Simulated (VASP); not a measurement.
Consider the following.

```
CELL_PARAMETERS angstrom
      2.07184    -3.58853     0.00000
      2.07184     3.58853     0.00000
      0.00000     0.00000     9.42454
ATOMIC_POSITIONS crystal
  Hg 0.71016 0.00000 0.66667
  Hg 0.00000 0.71016 0.33333
  Hg 0.28984 0.28984 0.00000
  S  0.50198 0.00000 0.16667
  S  0.00000 0.50198 0.83333
  S  0.49802 0.49802 0.50000
```

The numbers are results of PBEsol GGA, VASP's PBE PAW potentials (set 64) (plane waves; VASP), not measurements. Numerical set-up: 400 eV cut-off, Gaussian smearing of 0.050 eV, potentials Hg S.

Without a dispersion term in the relaxation, distances and binding between the weakly bound layers, chains or molecules are unreliable, and so is what depends on them. Unless said otherwise, spin-orbit coupling is left out, though it shifts the bands of the heavy elements here.

Q: What does the run give for the band gap (along the path) with the smallest direct gap where there is one?

A: 
The band gap (along the path) is 1.22 eV and the smallest direct gap (along the path) is 1.25 eV.

Only differences to runs with the same potentials and settings are physical.

The compound is HgS in the cinnabar structure. It was relaxed first.
